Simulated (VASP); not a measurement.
**Li2CoCl4: structure and properties in VASP**

What structure and properties does r2SCAN give Li2CoCl4, and how near are they to the measured ones? The steps: relaxing cell and atoms (r2SCAN), second relaxation, density, ELF and potential (r2SCAN), band structure (r2SCAN), total and projected DOS (r2SCAN), independent-particle dielectric function (r2SCAN) and field gradients at the nuclei (r2SCAN). The start is a computed cell from the Materials Project.

Program: VASP 6.6.1. Level of theory: r2SCAN, spin-polarised from a ferromagnetic start (one magnetic atom a cell); plane waves and PAW (Li_sv, Co, Cl), in the first sound run; inputs show where later runs differ. Results are calculated unless marked as measured.

The experiments to compare with:

“Zero-field magnetic structure and metamagnetic phase transitions of the cobalt chain compound Li2CoCl4” (2023, arxiv:2307.06899) reports for Li2CoCl4, low temperature orthorhombic, by neutron powder diffraction (powder from solidified melt, zero field, 3.5 K): lattice constant a 7.139 ± 0.0003 Å; lattice constant b 10.1899 ± 0.0005 Å; lattice constant c (c, along the cobalt chains) 3.5935 ± 0.0002 Å.

## 1. Set-up

Before any relaxation, the start is as follows. It takes space group Cmmm (No. 65, orthorhombic). The conventional cell has a = 7.238 Å, b = 9.831 Å, c = 3.589 Å, α = 90.00°, β = 90.00°, γ = 90.00°. Li has 6 Cl at 2.46 to 2.55 Å nearest. Co has 6 Cl at 2.30 to 2.44 Å nearest. Nearest to Cl lie 2 Co at 2.44 Å and 2 Li at 2.46 Å. Cl has 1 Co at 2.30 Å and 4 Li at 2.55 Å nearest. Farther neighbours and most contacts between anions are not listed.

Structure file:

```
Li Co Cl
1.0
     3.61922   -4.91557    0.00000
     3.61922    4.91557    0.00000
     0.00000    0.00000    3.58948
Li Co Cl
2 1 4
Direct
  0.50000 0.00000 0.50000
  0.00000 0.50000 0.50000
  0.00000 0.00000 0.00000
  0.77130 0.77130 0.50000
  0.76647 0.23353 0.00000
  0.22870 0.22870 0.50000
  0.23353 0.76647 0.00000
```

## 2. Relaxing cell and atoms (r2SCAN)

The start need not lie at this functional's minimum. ISIF = 3 frees volume, shape and positions, and EDIFFG sets the threshold on forces and stress at which the search stops. r2SCAN adds the kinetic-energy density, costs more than a GGA and is run with LASPH.

INCAR

```
SYSTEM = Li2CoCl4
PREC = Accurate
ENCUT = 650
EDIFF = 1E-06
NELM = 100
ISMEAR = 0
SIGMA = 0.05
LREAL = .FALSE.
ALGO = Normal
METAGGA = R2SCAN
LASPH = .TRUE.
NBANDS = 34
ISPIN = 2
MAGMOM = 0 0 2 0 0 0 0
LMAXMIX = 4
LORBIT = 11
LWAVE = .FALSE.
LCHARG = .FALSE.
KPAR = 4
IBRION = 2
NSW = 60
ISIF = 3
EDIFFG = -0.01
```

POSCAR

```
Li2CoCl4
1.0
    3.6192217400     -4.9155678900      0.0000000000
    3.6192217400      4.9155678900      0.0000000000
    0.0000000000      0.0000000000      3.5894800800
Li Co Cl
2 1 4
Direct
    0.5000000000      0.0000000000      0.5000000000
    0.0000000000      0.5000000000      0.5000000000
    0.0000000000      0.0000000000      0.0000000000
    0.7713001700      0.7713001700      0.5000000000
    0.7664696000      0.2335304000      0.0000000000
    0.2286998300      0.2286998300      0.5000000000
    0.2335304000      0.7664696000      0.0000000000
```

KPOINTS

```
Automatic mesh
0
Gamma
4 4 6
0 0 0
```

Potentials, in the order of the species: Li_sv, Co and Cl (PBE family, release 64).

The run is started by

```console
> mpirun -np 4 vasp_std
```

Log:

```text
[banner, memory and clock lines left out]
running    4 mpi-ranks, on    1 nodes
 distrk:  each k-point on    1 cores,    4 groups
 distr:  one band on    1 cores,    1 groups

 POSCAR found type information on POSCAR LiCoCl
 POSCAR found :  3 types and       7 ions
|                                                                             |
|               ----> ADVICE to this user running VASP <----                  |
|                                                                             |
|     You enforced a specific xc type in the INCAR file but a different       |
|     [... a line on the potential file left out ...]
|     I HOPE YOU KNOW WHAT YOU ARE DOING!                                     |
|                                                                             |

 LDA part: xc-table for (None), standard interpolation
 POSCAR, INCAR and KPOINTS ok, starting setup
 FFT: planning ... GRIDC
 FFT: planning ... GRID_SOFT
 FFT: planning ... GRID
 WAVECAR not read
 entering main loop
       N       E                     dE             d eps       ncg     rms          rms(c)
DAV:   1     0.374574729694E+03    0.37457E+03   -0.20580E+04  3808   0.146E+03
DAV:   2    -0.826420741287E+01   -0.38284E+03   -0.35498E+03  4162   0.339E+02
DAV:   3    -0.574294384745E+02   -0.49165E+02   -0.48422E+02  4736   0.125E+02
DAV:   4    -0.632116446458E+02   -0.57822E+01   -0.57424E+01  7016   0.301E+01
DAV:   5    -0.634192063921E+02   -0.20756E+00   -0.20730E+00  5302   0.574E+00    0.166E+01
DAV:   6    -0.543162704748E+02    0.91029E+01   -0.37712E+01  4970   0.589E+01    0.240E+01
DAV:   7    -0.528278298677E+02    0.14884E+01   -0.71283E+00  4894   0.524E+01    0.957E+00
DAV:   8    -0.530002121640E+02   -0.17238E+00   -0.14395E+00  5096   0.792E+00    0.470E+00
DAV:   9    -0.531159260292E+02   -0.11571E+00   -0.72905E-01  5772   0.720E+00    0.254E+00
DAV:  10    -0.531984772347E+02   -0.82551E-01   -0.13673E-01  5718   0.417E+00    0.146E+00
DAV:  11    -0.531931790902E+02    0.52981E-02   -0.27519E-02  5678   0.189E+00    0.681E-01
DAV:  12    -0.531973601200E+02   -0.41810E-02   -0.87764E-03  6054   0.990E-01    0.372E-01
DAV:  13    -0.531987145991E+02   -0.13545E-02   -0.15183E-03  5832   0.285E-01    0.180E-01
DAV:  14    -0.531989419112E+02   -0.22731E-03   -0.47300E-04  5668   0.304E-01    0.549E-02
DAV:  15    -0.531988687709E+02    0.73140E-04   -0.27697E-04  6080   0.140E-01    0.413E-02
DAV:  16    -0.531988880149E+02   -0.19244E-04   -0.37195E-05  5086   0.553E-02    0.219E-02
DAV:  17    -0.531988856704E+02    0.23444E-05   -0.80832E-06  5092   0.218E-02    0.979E-03
DAV:  18    -0.531988836682E+02    0.20022E-05   -0.15728E-06  4096   0.146E-02    0.418E-03
DAV:  19    -0.531988847505E+02   -0.10823E-05   -0.49796E-07  2790   0.519E-03    0.304E-03
DAV:  20    -0.531988839669E+02    0.78359E-06   -0.21258E-07  2890   0.367E-03
   1 F= -.53198884E+02 E0= -.53198884E+02  d E =-.531989E+02  mag=     3.0000
 curvature:   0.00 expect dE= 0.000E+00 dE for cont linesearch  0.000E+00
 trial: gam= 0.00000 g(F)=  0.891E-01 g(S)=  0.187E+00 ort = 0.000E+00 (trialstep = 0.100E+01)
 search vector abs. value=  0.276E+00
 bond charge predicted
       N       E                     dE             d eps       ncg     rms          rms(c)
DAV:   1    -0.536862849271E+02   -0.48740E+00   -0.23506E+01  4262   0.309E+01    0.507E+00
DAV:   2    -0.534200360878E+02    0.26625E+00   -0.17458E+00  5444   0.150E+01    0.338E+00
DAV:   3    -0.533591273845E+02    0.60909E-01   -0.13401E-01  5628   0.437E+00    0.201E+00
DAV:   4    -0.533412764046E+02    0.17851E-01   -0.68086E-02  4794   0.123E+00    0.777E-01
DAV:   5    -0.533386700993E+02    0.26063E-02   -0.89289E-03  5314   0.168E+00    0.476E-01
DAV:   6    -0.533384101208E+02    0.25998E-03   -0.29576E-03  5272   0.435E-01    0.166E-01
DAV:   7    -0.533385344314E+02   -0.12431E-03   -0.44410E-04  5718   0.273E-01    0.969E-02
DAV:   8    -0.533385857115E+02   -0.51280E-04   -0.81062E-05  5614   0.949E-02    0.456E-02
DAV:   9    -0.533386194319E+02   -0.33720E-04   -0.24521E-05  5802   0.584E-02    0.142E-02
DAV:  10    -0.533386251928E+02   -0.57609E-05   -0.56904E-06  5082   0.262E-02    0.620E-03
DAV:  11    -0.533386218818E+02    0.33110E-05   -0.66116E-07  2846   0.502E-03    0.238E-03
DAV:  12    -0.533386194403E+02    0.24415E-05   -0.26199E-07  2458   0.507E-03    0.145E-03
DAV:  13    -0.533386187690E+02    0.67130E-06   -0.84307E-08  2334   0.335E-03
   2 F= -.53338619E+02 E0= -.53338619E+02  d E =-.139735E+00  mag=     3.0000
[... from here on, the cycles between the ionic steps are left out ...]
   3 F= -.53340162E+02 E0= -.53340162E+02  d E =-.141278E+00  mag=     3.0000
   4 F= -.53362523E+02 E0= -.53362523E+02  d E =-.223604E-01  mag=     3.0000
   5 F= -.53366690E+02 E0= -.53366690E+02  d E =-.265278E-01  mag=     3.0000
   6 F= -.53367162E+02 E0= -.53367162E+02  d E =-.269991E-01  mag=     3.0000
   7 F= -.53368126E+02 E0= -.53368126E+02  d E =-.964777E-03  mag=     3.0000
   8 F= -.53368277E+02 E0= -.53368277E+02  d E =-.111566E-02  mag=     3.0000
   9 F= -.53368411E+02 E0= -.53368411E+02  d E =-.124961E-02  mag=     3.0000
  10 F= -.53368839E+02 E0= -.53368839E+02  d E =-.428104E-03  mag=     3.0000
  11 F= -.53368948E+02 E0= -.53368948E+02  d E =-.536503E-03  mag=     3.0000
  12 F= -.53369115E+02 E0= -.53369115E+02  d E =-.703354E-03  mag=     3.0000
  13 F= -.53369224E+02 E0= -.53369224E+02  d E =-.812460E-03  mag=     3.0000
  14 F= -.53369198E+02 E0= -.53369198E+02  d E =-.786445E-03  mag=     3.0000
  15 F= -.53369436E+02 E0= -.53369436E+02  d E =-.238820E-03  mag=     3.0000
  16 F= -.53369447E+02 E0= -.53369447E+02  d E =-.248901E-03  mag=     3.0000
 curvature:  -2.41 expect dE=-0.250E-03 dE for cont linesearch -0.111E-06
 trial: gam= 0.59042 g(F)=  0.569E-04 g(S)=  0.468E-04 ort = 0.430E-05 (trialstep = 0.200E+01)
 search vector abs. value=  0.248E-03
 bond charge predicted
       N       E                     dE             d eps       ncg     rms          rms(c)
DAV:   1    -0.533695771508E+02   -0.13004E-03   -0.72984E-02  3826   0.128E+00    0.151E-01
DAV:   2    -0.533696733762E+02   -0.96225E-04   -0.34171E-03  5048   0.359E-01    0.900E-02
DAV:   3    -0.533696247231E+02    0.48653E-04   -0.12344E-04  5464   0.940E-02    0.558E-02
DAV:   4    -0.533696020903E+02    0.22633E-04   -0.56357E-05  5224   0.500E-02    0.271E-02
DAV:   5    -0.533696033567E+02   -0.12664E-05   -0.13544E-05  5384   0.344E-02    0.100E-02
DAV:   6    -0.533696033950E+02   -0.38223E-07   -0.11770E-06  3446   0.105E-02
  17 F= -.53369603E+02 E0= -.53369603E+02  d E =-.156883E-03  mag=     3.0000
 trial-energy change:   -0.000157  1 .order   -0.000119   -0.000213   -0.000025
 step:   2.1180(harm=  2.2694)  dis= 0.00370  next Energy=   -53.369604 (dE=-0.158E-03)
 reached required accuracy - stopping structural energy minimisation
```

Elapsed: 35 min, on 4 MPI ranks of Intel Xeon 6975P-C (Granite Rapids), shared host; peak memory 2.3 GiB.

The logs omit lines about the potential files and the build; timing stands in the text.

Parts of OUTCAR (step 2):

```text
ion  position               nearest neighbor table
   1  0.500  0.000  0.500-   4 2.46   6 2.46   5 2.55   7 2.55   5 2.55   7 2.55
   2  0.000  0.500  0.500-   4 2.46   6 2.46   5 2.55   7 2.55   5 2.55   7 2.55
   3  0.000  0.000  0.000-   5 2.30   7 2.30   6 2.44   4 2.44   4 2.44   6 2.44
   4  0.771  0.771  0.500-   3 2.44   3 2.44   1 2.46   2 2.46
   5  0.766  0.234  0.000-   3 2.30   2 2.55   1 2.55   1 2.55   2 2.55
   6  0.229  0.229  0.500-   3 2.44   3 2.44   1 2.46   2 2.46
   7  0.234  0.766  0.000-   3 2.30   2 2.55   1 2.55   1 2.55   2 2.55

  LATTYP: Found a base centered orthorhombic cell.
 ALAT       =     7.2384434800
 B/A-ratio  =     1.3581836768
 C/A-ratio  =     0.4958911526

 Subroutine GETGRP returns: Found  8 space group operations
 (whereof  8 operations were pure point group operations)

The static configuration has the point symmetry D_2h.

 Found     28 irreducible k-points:

   k-points           NKPTS =     28   k-points in BZ     NKDIM =     28   number of bands    NBANDS=     34

   dimension x,y,z NGX =    54 NGY =   54 NGZ =   30
   dimension x,y,z NGXF=   108 NGYF=  108 NGZF=   60

   ENCUT  =  650.0 eV  47.77 Ry    6.91 a.u.  12.69 12.69  7.46*2*pi/ulx,y,z

   NELECT =      43.0000    total number of electrons

 k-points in reciprocal lattice and weights: Automatic mesh
   0.00000000  0.00000000  0.00000000       0.010
   0.25000000  0.00000000  0.00000000       0.042
   0.50000000  0.00000000  0.00000000       0.021
   0.25000000  0.25000000  0.00000000       0.021
   0.50000000  0.25000000  0.00000000       0.042
  -0.25000000  0.25000000  0.00000000       0.021
   0.50000000  0.50000000  0.00000000       0.010
   0.00000000  0.00000000  0.16666667       0.021
   0.25000000  0.00000000  0.16666667       0.083
[...]
-0.25000000  0.25000000  0.50000000       0.021
   0.50000000  0.50000000  0.50000000       0.010

 average (electrostatic) potential at core
       1 -65.9774       2 -65.9774       3 -91.1174       4 -96.0934       5 -95.6758
       6 -96.0934       7 -95.6758

 E-fermi :   2.3580

 spin component 1
 k-point     1 :       0.0000    0.0000    0.0000
  band No.  band energies     occupation
    ...
     19       0.4581      1.00000
     20       0.6092      1.00000
     21       0.7808      1.00000
     22       1.3152      1.00000
     23       1.5449      1.00000
     24       6.9660      0.00000
     25       8.3452      0.00000
     26       8.4584      0.00000
     27       8.8205      0.00000
     28       9.9700      0.00000
    ...

 k-point     2 :       0.2500    0.0000    0.0000
  band No.  band energies     occupation
    ...
     19       0.3820      1.00000
     20       0.5930      1.00000
     21       0.7323      1.00000
     22       1.3044      1.00000
     23       1.4361      1.00000
     24       7.4926      0.00000
     25       8.5442      0.00000
     26       9.0217      0.00000
     27       9.0685      0.00000
     28      10.3849      0.00000
    ...

 k-point     3 :       0.5000    0.0000    0.0000
  band No.  band energies     occupation
    ...
     19       0.3837      1.00000
     20       0.5386      1.00000
     21       0.6648      1.00000
     22       1.2995      1.00000
     23       1.3697      1.00000
     24       8.1669      0.00000
     25       8.6661      0.00000
     26       9.2181      0.00000
     27       9.6972      0.00000
     28      10.8195      0.00000
    ...

 k-point     4 :       0.2500    0.2500    0.0000
  band No.  band energies     occupation
    ...
     19       0.3666      1.00000
     20       0.6574      1.00000
     21       0.6856      1.00000
     22       1.2889      1.00000
     23       1.2933      1.00000
     24       8.0923      0.00000
     25       9.0681      0.00000
     26       9.3088      0.00000
     27       9.3870      0.00000
     28      10.5699      0.00000
    ...

 k-point     5 :       0.5000    0.2500    0.0000
  band No.  band energies     occupation
    ...
     19       0.3811      1.00000
     20       0.6483      1.00000
     21       0.6628      1.00000
     22       1.1011      1.00000
     23       1.3010      1.00000
     24       8.2707      0.00000
     25       9.2458      0.00000
     26       9.4440      0.00000
     27       9.9242      0.00000
     28      10.7313      0.00000
    ...

 k-point     6 :      -0.2500    0.2500    0.0000
  band No.  band energies     occupation
    ...
     19       0.3745      1.00000
     20       0.6617      1.00000
     21       0.7154      1.00000
     22       1.1989      1.00000
     23       1.3085      1.00000
     24       7.6435      0.00000
     25       8.9929      0.00000
     26       9.0945      0.00000
     27       9.2105      0.00000
     28      10.2076      0.00000
    ...

  Total        0.0201644      0.0529070     -0.0081161     -0.0000000      0.0000000      0.0000000
  in kB        0.2473691      0.6490444     -0.0995657     -0.0000000      0.0000000      0.0000000
  external PRESSURE =       0.2656159 kB  Pullay stress =       0.0000000 kB

  energy-cutoff  :      650.00
  volume of cell :      130.60
      direct lattice vectors                 reciprocal lattice vectors
     3.577877272 -5.190709136  0.000000000     0.139747667 -0.096325952  0.000000000
     3.577877272  5.190709136  0.000000000     0.139747667  0.096325952  0.000000000
     0.000000000  0.000000000  3.516148368     0.000000000  0.000000000  0.284402106

 POSITION                                       TOTAL-FORCE (eV/Angst)
 -----------------------------------------------------------------------------------
      1.78894     -2.59535      1.75807         0.000000     -0.000000      0.000000
      5.36682     -2.59535      1.75807        -0.000000      0.000000      0.000000
      3.57788     -5.19071      0.00000         0.000000      0.000000      0.000000
      5.48792      0.00000      1.75807         0.006291      0.000000      0.000000
      3.57788     -2.70977      0.00000         0.000000     -0.004628      0.000000
      1.66783      0.00000      1.75807        -0.006291      0.000000      0.000000
      3.57788      2.70977      0.00000         0.000000      0.004628      0.000000
 -----------------------------------------------------------------------------------
    total drift:                                0.000000     -0.000000      0.000000

  FREE ENERGIE OF THE ION-ELECTRON SYSTEM (eV)
  ---------------------------------------------------
  free  energy   TOTEN  =       -53.3696033950 eV

  energy  without entropy=      -53.3696033950  energy(sigma->0) =      -53.36960339

 reached required accuracy - stopping structural energy minimisation

 total charge
# of ion       s       p       d       tot
------------------------------------------
    1        2.005   0.010   0.000   2.015
    2        2.005   0.010   0.000   2.015
    3        0.287   0.326   7.064   7.677
    4        1.605   3.577   0.000   5.183
    5        1.599   3.616   0.000   5.215
    6        1.605   3.577   0.000   5.183
    7        1.599   3.616   0.000   5.215
--------------------------------------------------
tot         10.706  14.733   7.064  32.502

 magnetization (x)
# of ion       s       p       d       tot
------------------------------------------
    1       -0.000  -0.000   0.000  -0.000
    2       -0.000  -0.000   0.000  -0.000
    3        0.020   0.014   2.579   2.613
    4        0.008   0.108   0.000   0.116
    5        0.003   0.031   0.000   0.034
    6        0.008   0.108   0.000   0.116
    7        0.003   0.031   0.000   0.034
--------------------------------------------------
tot          0.042   0.290   2.579   2.911

[... 6 further parts left out ...]
```

The cell holds one magnetic atom, so no antiferromagnetic order fits into it. Experiment finds antiferromagnetic order in this phase (below 6.8 K, arxiv:2307.06899), so this ferromagnetic run describes another state. The gap is read on the k-mesh alone, so it is an upper bound where the band edges lie off the mesh. The PAW data sets were made with PBE, which is usual practice but a small mismatch for other functionals. The run keeps the 8 symmetry operations of its start, so it cannot find a distortion of lower symmetry.

Relaxation path:

```tsv
step	energy less that of the first step (eV)	largest force (eV/Å)	pressure (GPa)	volume (Å³)
1	0.0000	0.9146	2.56	127.72
2	-0.1397	0.1371	-0.64	133.14
3	-0.1413	0.1391	-1.05	134.06
4	-0.1636	0.0224	-0.41	132.24
5	-0.1678	0.0643	-0.06	131.39
6	-0.1683	0.0945	0.09	131.04
7	-0.1692	0.0552	-0.01	131.10
8	-0.1694	0.0492	-0.15	131.18
9	-0.1695	0.0356	-0.09	131.15
10	-0.1700	0.0274	-0.01	130.88
11	-0.1701	0.0243	-0.01	130.79
12	-0.1702	0.0196	0.07	130.62
13	-0.1703	0.0141	0.15	130.26
14	-0.1703	0.0159	0.09	130.46
15	-0.1706	0.0152	0.02	130.59
16	-0.1706	0.0184	-0.03	130.65
17	-0.1707	0.0063	0.03	130.60
```

```tsv
conventional cell, symmetrised	before	after	change
a (Å)	7.238	7.156	-1.1 %
b (Å)	9.831	10.381	+5.6 %
c (Å)	3.589	3.516	-2.0 %
volume (Å³/atom)	18.25	18.66	+2.3 %
```

The atoms that moved most (Å, as changes of fractional coordinates times the final cell):

```tsv
atom	dx	dy	dz	length
Cl7	0.000	-0.057	0.000	0.057
Cl5	0.000	0.057	0.000	0.057
Cl6	0.031	0.000	0.000	0.031
Cl4	-0.031	0.000	0.000	0.031
```

The relaxed structure:

```xyz
7
Lattice="3.5779 -5.1907 0.0000 3.5779 5.1907 0.0000 0.0000 0.0000 3.5161" Properties=species:S:1:pos:R:3 pbc="T T T"
Li    1.7889   -2.5954    1.7581
Li    1.7889    2.5954    1.7581
Co    0.0000    0.0000    0.0000
Cl    5.4879    0.0000    1.7581
Cl    3.5779   -2.7098    0.0000
Cl    1.6678    0.0000    1.7581
Cl    3.5779    2.7098    0.0000
```

A gap read on the k-mesh alone can miss the band edges.

Numbers from this step:

- electrons: 43
- bands: 34
- irreducible k-points: 28
- symmetry operations: 8
- free energy (TOTEN): -53.3696 eV
- Fermi energy: 2.358 eV
- pressure: 0.02656 GPa
- moment of the cell, from the last line of the log: 3 μB
- metallic: no
- valence top at k: 0.5, 0.5, 0
- conduction bottom at k: 0.5, 0.5, 0
- least direct gap at k: 0.5, 0.5, 0
- SCF cycles over all ionic steps: 140
- gap on the k-mesh: 0.8834 eV
- least direct gap on the k-mesh: 0.8834 eV

Spin moment in the PAW sphere by atom:

```tsv
atom	spin moment in the PAW sphere (μB)
Li1	0.00
Li2	0.00
Co3	2.61
Cl4	0.12
Cl5	0.03
Cl6	0.12
Cl7	0.03
```

It ends with a largest force of 0.006 eV/Å and a pressure of 0.03 GPa.

(Continued in part 2 of 5.)

[Lines on the potential files, build, host, timing and source positions are cut from VASP's logs without a mark.]

[Logs are printed without paths, hosts, clocks, repeated set-up lines and the standing remarks that a program may print on its own settings, such as how far it seeks lower states.]

[Hosts, paths, dates, database ids (printed as entryN), source tags and the programs' standing remarks are cut or masked in the printed files.]

[A measured line is paired with the nearest computed mode of its activity, which favours agreement.]
